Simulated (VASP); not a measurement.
Output of a VASP run:

OUTCAR:
```
 ion  position               nearest neighbor table
   1  0.125  0.125  0.125-   2 2.78   3 2.78   4 2.78   4 2.78   3 2.78   2 2.78   5 3.26   6 3.26
                             5 3.26   6 3.26   5 3.26   6 3.26
   2  0.625  0.125  0.125-   1 2.78   4 2.78   3 2.78   1 2.78   3 2.78   4 2.78   6 3.26   5 3.26
                             6 3.26   5 3.26   6 3.26   5 3.26
   3  0.125  0.625  0.125-   1 2.78   4 2.78   1 2.78   2 2.78   4 2.78   2 2.78   5 3.26   6 3.26
                             5 3.26   6 3.26   6 3.26   5 3.26
   4  0.125  0.125  0.625-   1 2.78   1 2.78   2 2.78   3 2.78   3 2.78   2 2.78   5 3.26   6 3.26
                             5 3.26   6 3.26   6 3.26   5 3.26
   5  0.750  0.750  0.750-   1 3.26   2 3.26   3 3.26   2 3.26   4 3.26   3 3.26   4 3.26   2 3.26
                             3 3.26   1 3.26   4 3.26   1 3.26   6 3.41   6 3.41   6 3.41   6 3.41
   6  0.500  0.500  0.500-   3 3.26   4 3.26   2 3.26   4 3.26   1 3.26   2 3.26   3 3.26   1 3.26
                             1 3.26   2 3.26   3 3.26   4 3.26   5 3.41   5 3.41   5 3.41   5 3.41
  LATTYP: Found a face centered cubic cell.
 ALAT       =     7.8707060000
 Subroutine PRICEL returns:
 Original cell was already a primitive cell.
 Subroutine GETGRP returns: Found 48 space group operations
The static configuration has the point symmetry T_d .
 The point group associated with its full space group is O_h .
The dynamic configuration has the point symmetry T_d .
 Subroutine INISYM returns: Found 48 space group operations
 Subroutine IBZKPT returns following result:
 Found      8 irreducible k-points:

 Following reciprocal coordinates:
            Coordinates               Weight
  0.000000  0.000000  0.000000      1.000000
  0.250000  0.000000  0.000000      8.000000
  0.500000  0.000000  0.000000      4.000000
  0.250000  0.250000  0.000000      6.000000
  0.500000  0.250000  0.000000     24.000000
 -0.250000  0.250000  0.000000     12.000000
  0.500000  0.500000  0.000000      3.000000
 -0.250000  0.500000  0.250000      6.000000
   k-points           NKPTS =      8   k-points in BZ     NKDIM =      8   number of bands    NBANDS=     44
   number of dos      NEDOS =    301   number of ions     NIONS =      6
   total plane-waves  NPLWV =  32768
   dimension x,y,z NGX =    32 NGY =   32 NGZ =   32
   dimension x,y,z NGXF=    64 NGYF=   64 NGZF=   64
   ions per type =               4   2
   PREC   = accura    normal or accurate (medium, high low for compatibility)
   ISTART =      0    job   : 0-new  1-cont  2-samecut
   ICHARG =      2    charge: 1-file 2-atom 10-const
   ISPIN  =      1    spin polarized calculation?
   LNONCOLLINEAR =      F non collinear calculations
   LSORBIT =      F    spin-orbit coupling
   INIWAV =      1    electr: 0-lowe 1-rand  2-diag
   ENCUT  =  300.0 eV  22.05 Ry    4.70 a.u.   7.86  7.86  7.86*2*pi/ulx,y,z
   NELM   =    100;   NELMIN=  2; NELMDL= -5     # of ELM steps
   EDIFF  = 0.1E-05   stopping-criterion for ELM
   LREAL  =      F    real-space projection
   NLSPLINE    = F    spline interpolate recip. space projectors
   LMAXMIX     =    4 max onsite mixed and CHGCAR
   VOSKOWN=      0    Vosko Wilk Nusair interpolation
   EDIFFG = 0.1E-04   stopping-criterion for IOM
   NSW    =      0    number of steps for IOM
   NBLOCK =      1;   KBLOCK =      1    inner block; outer block
   IBRION =     -1    ionic relax: 0-MD 1-quasi-New 2-CG
   NFREE  =      0    steps in history (QN), initial steepest desc. (CG)
   ISIF   =      2    stress and relaxation
   ISYM   =      2    0-nonsym 1-usesym 2-fastsym
   TEIN   =    0.0    initial temperature
   TEBEG  =    0.0;   TEEND  =   0.0 temperature during run
   SMASS  =  -3.00    Nose mass-parameter (am)
   PSTRESS=    0.0 pullay stress
   NELECT =      74.0000    total number of electrons
   EFERMI =   0.00;   METHOD = LEGACY
   ISMEAR =     0;   SIGMA  =   0.27  broadening in eV -4-tet -1-fermi 0-gaus
   IALGO  =     38    algorithm
   LDIAG  =      T    sub-space diagonalisation (order eigenvalues)
   IMIX   =      4    mixing-type and parameters
     AMIX     =   0.40;   BMIX     =  1.00
     AMIX_MAG =   1.60;   BMIX_MAG =  1.00
     AMIN     =   0.10
   GGA     = PE    functional components
   VOSKOWN =     0    Vosko Wilk Nusair interpolation
   LHFCALC =     F    Hartree Fock is set to
   LHFONE  =     F    Hartree Fock one center treatment
   AEXX    =    0.0000 exact exchange contribution
...
```

File OSZICAR:
```
       N       E                     dE             d eps       ncg     rms          rms(c)
DAV:   1     0.649675259940E+03    0.64968E+03   -0.32572E+04   768   0.113E+03
DAV:   2    -0.191836772590E+02   -0.66886E+03   -0.65627E+03   736   0.391E+02
DAV:   3    -0.565168294139E+02   -0.37333E+02   -0.36124E+02  1184   0.827E+01
DAV:   4    -0.581383028645E+02   -0.16215E+01   -0.16031E+01  1016   0.136E+01
DAV:   5    -0.581683500933E+02   -0.30047E-01   -0.29821E-01   900   0.208E+00    0.583E+01
DAV:   6    -0.555900057110E+02    0.25783E+01   -0.15774E+01   876   0.185E+01    0.213E+01
DAV:   7    -0.551229020844E+02    0.46710E+00   -0.75459E+00   984   0.762E+00    0.236E+01
DAV:   8    -0.547892623919E+02    0.33364E+00   -0.26193E+00   900   0.678E+00    0.576E+00
DAV:   9    -0.547915079382E+02   -0.22455E-02   -0.13941E-01   836   0.190E+00    0.776E-01
DAV:  10    -0.547886517530E+02    0.28562E-02   -0.35203E-02  1052   0.512E-01    0.248E-01
DAV:  11    -0.547886549226E+02   -0.31696E-05   -0.57573E-03   868   0.246E-01    0.158E-01
DAV:  12    -0.547884733380E+02    0.18158E-03   -0.11906E-03   872   0.104E-01    0.167E-02
DAV:  13    -0.547884796137E+02   -0.62756E-05   -0.56445E-05   900   0.244E-02    0.306E-02
DAV:  14    -0.547884804345E+02   -0.82086E-06   -0.11257E-05   756   0.962E-03    0.152E-02
DAV:  15    -0.547884792980E+02    0.11366E-05   -0.56410E-06   688   0.622E-03    0.177E-03
DAV:  16    -0.547884792569E+02    0.41073E-07   -0.29163E-07   392   0.211E-03
   1 F= -.54788479E+02 E0= -.54646904E+02  d E =-.283150E+00
```

**OUTCAR**
```
------------------------ aborting loop because EDIFF is reached ----------------------------------------
  FORCE on cell =-STRESS in cart. coord.  units (eV):
  Direction    XX          YY          ZZ          XY          YZ          ZX
  --------------------------------------------------------------------------------------
  Total      -10.2087820    -10.2087820    -10.2087820      0.0000000      0.0000000      0.0000000
  in kB     -134.1848341   -134.1848341   -134.1848341      0.0000000      0.0000000      0.0000000
  external PRESSURE =    -134.1848341 kB  Pullay stress =       0.0000000 kB
  volume of cell :      121.89
      direct lattice vectors                 reciprocal lattice vectors
     0.000000000  3.935353000  3.935353000    -0.127053405  0.127053405  0.127053405
     3.935353000  0.000000000  3.935353000     0.127053405 -0.127053405  0.127053405
     3.935353000  3.935353000  0.000000000     0.127053405  0.127053405 -0.127053405
 POSITION                                       TOTAL-FORCE (eV/Angst)
 -----------------------------------------------------------------------------------
      0.98384      0.98384      0.98384        -0.000000      0.000000      0.000000
      0.98384      2.95151      2.95151        -0.000000      0.000000      0.000000
      2.95151      0.98384      2.95151        -0.000000     -0.000000      0.000000
      2.95151      2.95151      0.98384        -0.000000     -0.000000      0.000000
      5.90303      5.90303      5.90303        -0.000000     -0.000000     -0.000000
      3.93535      3.93535      3.93535         0.000000      0.000000      0.000000
 -----------------------------------------------------------------------------------
    total drift:                                0.000000      0.000000      0.000000
  FREE ENERGIE OF THE ION-ELECTRON SYSTEM (eV)
  ---------------------------------------------------
  free  energy   TOTEN  =       -54.7884792569 eV

  energy  without entropy=      -54.5053296514  energy(sigma->0) =      -54.64690445
```
(Selected blocks of OUTCAR.)

**POSCAR**
```
YTc2
1
    0.0000000000     3.9353530000     3.9353530000
    3.9353530000     0.0000000000     3.9353530000
    3.9353530000     3.9353530000     0.0000000000
Tc Y
4 2
Direct
  0.1250000000   0.1250000000   0.1250000000
  0.6250000000   0.1250000000   0.1250000000
  0.1250000000   0.6250000000   0.1250000000
  0.1250000000   0.1250000000   0.6250000000
  0.7500000000   0.7500000000   0.7500000000
  0.5000000000   0.5000000000   0.5000000000
```

**Question.** Write an INCAR and KPOINTS that could have produced this output.

**Answer.** This is not unique; one that fits is the input of the run itself, PBE GGA, plane waves, VASP's PBE PAW potentials (set 64).

File KPOINTS:
```
K-points
0
gamma
  4 4 4
```

INCAR:
```
ALGO  =  Normal
EDIFF  =  1E-6
ENCUT  =  300
GGA  =  PE
ISIF  =  2
ISMEAR  =  0
LASPH  =  T
LCHARG  =  F
LMAXMIX  =  4
LREAL  =  F
LWAVE  =  F
NELM  =  100
PREC  =  Accurate
SIGMA  =  0.272
SYSTEM  =  YTc2
```

POTCAR, in this order: Tc_pv Y_sv (PBE.64 set). Program: vasp_std.

At this cut-off the stress carries a Pulay error, which pulls relaxed volumes low.

The structure was generated: YTc2 was put into an ordered model structure, which need not be its known phase. The cell was not relaxed at this level. The k-mesh is coarse (spacing up to 0.35 per Å, 2π included), so the numbers may not be converged in it.
